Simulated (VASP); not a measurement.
Data:

```xyz
8
Lattice="5.7752 0.0000 0.0000 0.0000 5.7752 0.0000 0.0000 0.0000 5.7752" Properties=species:S:1:pos:R:3 pbc="T T T"
Zn     0.0000     2.8876     2.8876
Zn     2.8876     0.0000     2.8876
Zn     2.8876     2.8876     0.0000
Cd     0.0000     0.0000     0.0000
Se     4.2646     4.2646     1.5106
Se     4.2646     1.5106     4.2646
Se     1.5106     1.5106     1.5106
Se     1.5106     4.2646     4.2646
```

These are r2SCAN meta-GGA, VASP's PBE PAW potentials (set 64) (plane waves; VASP 6.6.1) values and carry that method's errors. Run with 400 eV cut-off, 7×7×7 Γ-centred mesh, Gaussian smearing of 0.010 eV, potentials Zn Cd Se.

### Question
The job: Zn3CdSe4 (space group P-43m), 8 atoms, r2SCAN, optics run with many empty bands, 400 eV, 7×7×7 Γ-centred mesh. Roughly how much core time does it take on a busy server core?

### Answer
About 60 core-minutes (one run on a shared machine, a rough figure). It had 20 irreducible k-points, 129 bands, up to 3531 plane waves and 21 electronic steps.

The structure comes from a computed database's Zn3CdSe4 entry (P-43m); how it stands against other phases isn't given here. It was relaxed first.
